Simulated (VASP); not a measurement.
Runs of VASP 6.6.1 on CdF2. The structure is cubic, space group Fm-3m (No. 225). The conventional cell has a = 5.388 Å, b = 5.388 Å, c = 5.388 Å, α = 90.00°, β = 90.00°, γ = 90.00°. Around Cd (site symmetry m-3m) lie 8 F at 2.33 Å. F (site symmetry -43m) has 4 Cd at 2.33 Å as nearest neighbours. 

```tsv
task	cell	k mesh	cutoff (eV)	smearing	gap on the mesh (eV)	pressure (GPa)
relaxation of cell and atoms	relaxed	8 × 8 × 8	600	gaussian 0.02 eV	2.95	-0.1
single point	Fm-3m, 13.03 Å³/atom	6 × 6 × 6	520	gaussian 0.1 eV	2.82	(a)
single point	Fm-3m, 12.39 Å³/atom	8 × 8 × 8	520	gaussian 0.05 eV	2.97	1.3
single point	Fm-3m, 12.39 Å³/atom	8 × 8 × 8	520	gaussian 0.02 eV	2.97	1.3
```

Alike in all rows: level LDA; potentials or basis VASP PAW LDA potentials, release 64 (Cd, F); no spin polarisation.

**Question.** Estimate the missing entries.

**Answer.** (a) -4.7.

A k mesh can miss the band edges, and the runs leave out spin-orbit coupling on Cd.
